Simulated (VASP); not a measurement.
Calculation: G0W0 on PBE orbitals, VASP's PBE PAW potentials (set 64) (plane waves; VASP).

Input for VASP

**POSCAR**
```
AlN
1.0
  1.5550000000  -2.6933390000   0.0000000000
  1.5550000000   2.6933390000   0.0000000000
  0.0000000000   0.0000000000   4.9800000000
Al N
2 2
direct
  0.6666670000   0.3333330000   0.5000000000
  0.3333330000   0.6666670000   0.0000000000
  0.6666670000   0.3333330000   0.8820000000
  0.3333330000   0.6666670000   0.3820000000
```

INCAR:
```
SYSTEM = AlN
PREC = Normal
ENCUT = 500
ALGO = EVGW0
LREAL = .FALSE.
LASPH = .TRUE.
ISMEAR = 0
SIGMA = 0.01
GGA = PE
LWAVE = .TRUE.
LCHARG = .FALSE.
NBANDS = 192
ENCUTGW = 180
NELMGW = 1
NOMEGA = 64
NBANDSGW = 18
LSPECTRALGW = .TRUE.
```

**KPOINTS**
```
Regular mesh
0
G
 6 6 4
```

POTCAR, in this order: Al_GW N_GW_new (PBE.64 set). Program: vasp_std. Read from the step before: W*.

Output of the run:

### OUTCAR
```
 ion  position               nearest neighbor table
   1  0.667  0.333  0.500-   4 1.89   4 1.89   4 1.89   3 1.90
   2  0.333  0.667  0.000-   3 1.89   3 1.89   3 1.89   4 1.90
   3  0.667  0.333  0.882-   2 1.89   2 1.89   2 1.89   1 1.90
   4  0.333  0.667  0.382-   1 1.89   1 1.89   1 1.89   2 1.90
  LATTYP: Found a hexagonal cell.
 ALAT       =     3.1099999950
 C/A-ratio  =     1.6012861762
 Subroutine PRICEL returns:
 Original cell was already a primitive cell.
 Subroutine GETGRP returns: Found 12 space group operations
The static configuration has the point symmetry C_3v.
 The point group associated with its full space group is C_6v.
The dynamic configuration has the point symmetry C_3v.
 Subroutine INISYM returns: Found 12 space group operations
 Subroutine IBZKPT returns following result:
 Found     21 irreducible k-points:

 Following reciprocal coordinates:
            Coordinates               Weight
  0.000000  0.000000  0.000000      1.000000
  0.166667  0.000000  0.000000      6.000000
  0.333333  0.000000  0.000000      6.000000
  0.500000  0.000000  0.000000      3.000000
  0.166667  0.166667  0.000000      6.000000
...
```

**OSZICAR**
```
energies w=
    0.000    0.000    0.594    0.000    1.186    0.000    1.776    0.000
    2.362    0.000    2.942    0.000    3.517    0.000    4.086    0.000
    4.647    0.000    5.200    0.000    5.746    0.000    6.285    0.000
    6.816    0.000    7.340    0.000    7.857    0.000    8.368    0.000
    8.874    0.000    9.376    0.000    9.873    0.000   10.368    0.000
   10.861    0.000   11.353    0.000   11.846    0.000   12.340    0.000
   12.836    0.000   13.337    0.000   13.843    0.000   14.355    0.000
   14.876    0.000   15.407    0.000   15.950    0.000   16.507    0.000
   17.080    0.000   17.671    0.000   18.284    0.000   18.921    0.000
   19.586    0.000   20.283    0.000   21.015    0.000   21.789    0.000
   22.610    0.000   23.485    0.000   24.421    0.000   25.429    0.000
   26.521    0.000   27.708    0.000   29.008    0.000   30.441    0.000
   32.031    0.000   33.811    0.000   35.817    0.000   38.102    0.000
   40.729    0.000   43.786    0.000   47.391    0.000   51.707    0.000
   56.969    0.000   63.524    0.000   71.912    0.000   83.016    0.000
   98.392    0.000  121.051    0.000  157.695    0.000  226.864    0.000
NQ=   1    0.0000    0.0000    0.0000,
 performed        569000 updates of chi_q(r,r)
NQ=   2    0.1667    0.0000    0.0000,
 performed       1615000 updates of chi_q(r,r)
NQ=   3    0.3333    0.0000    0.0000,
 performed       2661000 updates of chi_q(r,r)
NQ=   4    0.5000    0.0000    0.0000,
 performed       3458000 updates of chi_q(r,r)
NQ=   5    0.1667    0.1667    0.0000,
 performed       4545000 updates of chi_q(r,r)
NQ=   6    0.3333    0.1667    0.0000,
 performed       5798000 updates of chi_q(r,r)
NQ=   7    0.3333    0.3333    0.0000,
 performed       6484000 updates of chi_q(r,r)
NQ=   8    0.0000    0.0000    0.2500,
 performed       7101000 updates of chi_q(r,r)
NQ=   9    0.1667    0.0000    0.2500,
 performed       8271000 updates of chi_q(r,r)
NQ=  10    0.3333    0.0000    0.2500,
 performed       9441000 updates of chi_q(r,r)
NQ=  11    0.5000    0.0000    0.2500,
 performed      10362000 updates of chi_q(r,r)
NQ=  12    0.1667    0.1667    0.2500,
 performed      11615000 updates of chi_q(r,r)
NQ=  13    0.3333    0.1667    0.2500,
 performed      13034000 updates of chi_q(r,r)
NQ=  14    0.3333    0.3333    0.2500,
 performed      13789000 updates of chi_q(r,r)
NQ=  15    0.0000    0.0000    0.5000,
 performed      14358000 updates of chi_q(r,r)
NQ=  16    0.1667    0.0000    0.5000,
 performed      15404000 updates of chi_q(r,r)
NQ=  17    0.3333    0.0000    0.5000,
 performed      16450000 updates of chi_q(r,r)
NQ=  18    0.5000    0.0000    0.5000,
 performed      17247000 updates of chi_q(r,r)
NQ=  19    0.1667    0.1667    0.5000,
 performed      18334000 updates of chi_q(r,r)
NQ=  20    0.3333    0.1667    0.5000,
 performed      19587000 updates of chi_q(r,r)
NQ=  21    0.3333    0.3333    0.5000,
 performed      20273000 updates of chi_q(r,r)
 resolving degeneracies of screened two electron integrals
```

### OUTCAR
```


 k-point   1 :       0.0000    0.0000    0.0000
  band No.  KS-energies  QP-energies   sigma(KS)   V_xc(KS)     V^pw_x(r,r')   Z            occupation Imag(sigma)

      1      -9.3537     -10.9109     -16.9482     -14.7960     -24.7768       0.7235       2.0000       1.2264
      2      -7.2023      -8.6246     -18.3275     -16.3504     -25.8689       0.7194       2.0000       0.9793
      3      -0.1553      -1.4849     -14.4830     -12.6424     -18.5231       0.7224       2.0000       0.1781
      4       4.9808       3.9094     -17.6922     -16.3074     -20.6141       0.7737       2.0000       0.0730
      5       4.9808       3.9094     -17.6922     -16.3074     -20.6141       0.7737       2.0000       0.0730
      6       5.6323       4.6410     -18.0461     -16.7711     -20.8070       0.7775       2.0000       0.0678
      7       5.6323       4.6410     -18.0461     -16.7711     -20.8070       0.7775       2.0000       0.0678
      8       5.8546       4.8955     -18.1017     -16.8689     -20.7958       0.7780       2.0000       0.0664
      9      10.0649      10.7772     -11.6307     -12.5081      -7.8551       0.8119       0.0000      -0.0537
     10      12.5139      13.3275      -9.9853     -10.9804      -5.7110       0.8176       0.0000      -0.0624
     11      16.4755      17.4840     -12.6238     -13.9618      -7.1259       0.7537       0.0000      -0.1302
     12      16.9964      17.8431      -8.8537      -9.9072      -3.9580       0.8037       0.0000      -0.0952
     13      16.9964      17.8431      -8.8537      -9.9072      -3.9580       0.8037       0.0000      -0.0952
     14      18.9454      19.9100      -9.1283     -10.3342      -4.0333       0.7999       0.0000      -0.1105
     15      18.9806      19.9521      -9.2881     -10.5087      -4.0435       0.7959       0.0000      -0.1306
     16      18.9806      19.9521      -9.2881     -10.5087      -4.0435       0.7959       0.0000      -0.1306
     17      20.3387      21.2454      -9.1028     -10.2358      -3.8536       0.8003       0.0000      -0.1596
     18      20.3387      21.2454      -9.1028     -10.2358      -3.8536       0.8003       0.0000      -0.1596

 k-point   2 :       0.1667    0.0000    0.0000
  band No.  KS-energies  QP-energies   sigma(KS)   V_xc(KS)     V^pw_x(r,r')   Z            occupation Imag(sigma)

      1      -9.0064     -10.5399     -17.0934     -14.9762     -24.8696       0.7243       2.0000       1.1887
      2      -7.0141      -8.4353     -18.4633     -16.4960     -25.9713       0.7224       2.0000       0.9609
      3       0.2614      -1.0686     -14.6320     -12.8085     -18.5344       0.7294       2.0000       0.1592
      4       3.5616       2.3725     -16.4931     -14.9456     -19.5869       0.7684       2.0000       0.0867
      5       4.3454       3.2597     -17.0542     -15.6496     -19.9445       0.7730       2.0000       0.0766
      6       4.5886       3.4697     -17.3565     -15.9075     -20.3371       0.7722       2.0000       0.0762
      7       5.5525       4.5503     -18.0348     -16.7452     -20.8237       0.7771       2.0000       0.0685
      8       5.6814       4.6997     -17.9860     -16.7228     -20.7224       0.7771       2.0000       0.0677
      9      11.3376      12.1203     -12.2677     -13.2428      -8.3565       0.8027       0.0000      -0.0580
     10      13.5721      14.4376     -10.2737     -11.3403      -5.8423       0.8114       0.0000      -0.0683
     11      15.0405      15.8640     -10.5955     -11.6402      -5.6910       0.7882       0.0000      -0.0955
     12      15.6261      16.4708      -9.8206     -10.8774      -4.9837       0.7992       0.0000      -0.0892
     13      17.9405      18.8366      -9.1392     -10.2673      -3.9895       0.7943       0.0000      -0.1205
     14      18.2025      19.1109      -9.6477     -10.7954      -4.4532       0.7915       0.0000      -0.1224
     15      18.2025      19.1109      -9.6477     -10.7954      -4.4532       0.7915       0.0000      -0.1224
     16      18.6430      19.4612      -8.9911     -10.0136      -3.8196       0.8001       0.0000      -0.1439
     17      19.7954      20.7805      -9.4193     -10.6626      -4.1090       0.7924       0.0000      -0.1410
     18      20.2530      21.2147      -9.5100     -10.7254      -4.1370       0.7914       0.0000      -0.1556

 k-point   3 :       0.3333    0.0000    0.0000
  band No.  KS-energies  QP-energies   sigma(KS)   V_xc(KS)     V^pw_x(r,r')   Z            occupation Imag(sigma)

      1      -8.1098      -9.5862     -17.5898     -15.5467     -25.2299       0.7226       2.0000       1.0848
      2      -6.6806      -8.0978     -18.7247     -16.7880     -26.1913       0.7318       2.0000       0.9316
      3       1.3346       0.0239     -15.3081     -13.5537     -18.9241       0.7471       2.0000       0.1251
      4       1.4156       0.0909     -15.1026     -13.3319     -18.6642       0.7482       2.0000       0.1242
      5       2.5194       1.2712     -16.1691     -14.5263     -19.5340       0.7598       2.0000       0.1026
      6       3.9981       2.8134     -16.9738     -15.4342     -20.0691       0.7695       2.0000       0.0820
      7       4.9807       3.9214     -17.3162     -15.9489     -20.1408       0.7747       2.0000       0.0725
      8       5.2933       4.2577     -17.8719     -16.5361     -20.7178       0.7753       2.0000       0.0703
      9      12.0848      12.7760      -9.9350     -10.7834      -5.7403       0.8147       0.0000      -0.0635
     10      12.5524      13.2189      -9.5750     -10.3935      -5.2725       0.8142       0.0000      -0.0676
     11      13.8136      14.6990     -11.0442     -12.1467      -6.5392       0.8031       0.0000      -0.0740
     12      16.1741      17.1849     -11.3537     -12.6447      -6.2995       0.7830       0.0000      -0.0989
     13      17.2290      18.0380      -8.8075      -9.8147      -3.8901       0.8033       0.0000      -0.1026
     14      17.6210      18.5471     -10.7680     -11.9571      -5.4933       0.7789       0.0000      -0.1236
     15      17.9425      18.9801     -10.8834     -12.2130      -5.5755       0.7803       0.0000      -0.1241
     16      20.2462      21.1720     -10.2377     -11.4344      -4.3397       0.7736       0.0000      -0.2450
     17      21.0642      22.0255      -9.7878     -11.0427      -3.8505       0.7660       0.0000      -0.2295
     18      22.6182      23.5582      -9.7846     -10.9978      -3.7990       0.7749       0.0000      -0.2854

 k-point   4 :       0.5000    0.0000    0.0000
  band No.  KS-energies  QP-energies   sigma(KS)   V_xc(KS)     V^pw_x(r,r')   Z            occupation Imag(sigma)

      1      -7.3837      -8.8289     -18.1906     -16.2005     -25.7442       0.7261       2.0000       1.0111
      2      -6.6874      -8.1003     -18.6438     -16.7097     -26.0994       0.7305       2.0000       0.9283
      3       0.3877      -0.9589     -14.8482     -13.0129     -18.7183       0.7338       2.0000       0.1500
      4       1.6744       0.3663     -15.6984     -13.9550     -19.2819       0.7503       2.0000       0.1183
      5       2.4997       1.2325     -15.8780     -14.2062     -19.2422       0.7579       2.0000       0.1052
      6       3.7520       2.5424     -16.8415     -15.2664     -19.9880       0.7680       2.0000       0.0847
      7       4.0713       2.9335     -16.2638     -14.7919     -19.1275       0.7730       2.0000       0.0798
      8       5.1533       4.1002     -17.7850     -16.4255     -20.6588       0.7747       2.0000       0.0713
      9      11.6560      12.2816      -9.9447     -10.7127      -5.8844       0.8146       0.0000      -0.0609
     10      11.6618      12.2839      -8.9335      -9.6877      -4.7922       0.8248       0.0000      -0.0602
     11      14.0369      14.8957     -10.5563     -11.6198      -6.0557       0.8075       0.0000      -0.0729
     12      16.1347      17.1691     -12.2239     -13.5638      -7.0210       0.7720       0.0000      -0.1078
     13      16.7549      17.5540      -8.7872      -9.7778      -3.9580       0.8067       0.0000      -0.0936
     14      18.0256      19.2118     -11.9086     -13.4498      -6.4208       0.7697       0.0000      -0.1345
     15      18.6707      19.6220     -11.1227     -12.3526      -5.6388       0.7735       0.0000      -0.1525
     16      20.9780      21.7684      -9.0637     -10.1032      -3.0639       0.7603       0.0000      -0.2503
     17      21.3400      22.2849     -10.9685     -12.2245      -4.5311       0.7523       0.0000      -0.3344
     18      24.6393      25.5149      -9.9286     -11.0679      -3.4436       0.7685       0.0000      -0.4822

 k-point   5 :       0.1667    0.1667    0.0000
  band No.  KS-energies  QP-energies   sigma(KS)   V_xc(KS)     V^pw_x(r,r')   Z            occupation Imag(sigma)

      1      -8.3782      -9.8707     -17.4173     -15.3538     -25.0964       0.7233       2.0000       1.1155
      2      -6.7462      -8.1643     -18.6738     -16.7297     -26.1471       0.7294       2.0000       0.9381
      3       1.0472      -0.2721     -14.9546     -13.1764     -18.6212       0.7419       2.0000       0.1339
      4       2.4607       1.1966     -15.9236     -14.2613     -19.2587       0.7605       2.0000       0.1026
      5       2.4607       1.1966     -15.9236     -14.2613     -19.2587       0.7605       2.0000       0.1026
      6       4.1442       3.0040     -17.0042     -15.5249     -20.0237       0.7707       2.0000       0.0801
      7       4.9450       3.8671     -17.5070     -16.1155     -20.3872       0.7746       2.0000       0.0728
      8       5.2597       4.2289     -17.6467     -16.3164     -20.4577       0.7749       2.0000       0.0708
      9      12.6865      13.5294     -12.0527     -13.1117      -7.7659       0.7960       0.0000      -0.0698
     10      13.3214      14.0221      -9.8290     -10.6982      -5.3404       0.8061       0.0000      -0.0761
     11      14.3851      15.1863      -9.9058     -10.8959      -5.3471       0.8092       0.0000      -0.0750
     12      14.9843      15.9351     -10.6066     -11.7947      -5.8768       0.8003       0.0000      -0.0803
     13      16.8466      17.7636      -9.4990     -10.6464      -4.5431       0.7992       0.0000      -0.0968
     14      17.3938      18.2150      -9.6847     -10.7163      -4.6980       0.7960       0.0000      -0.1056
     15      18.4138      19.4881     -11.0591     -12.4461      -5.5538       0.7745       0.0000      -0.1474
     16      19.8796      20.7890     -10.1712     -11.3368      -4.4735       0.7801       0.0000      -0.2154
     17      20.6217      21.5782      -9.2786     -10.4905      -3.8950       0.7893       0.0000      -0.1621
...
```
(Selected blocks of OUTCAR.)

The mesh is coarse and the basis finite, so the quasiparticle values are not converged.

The compound is AlN in the wurtzite structure. The cell was not relaxed at this level.
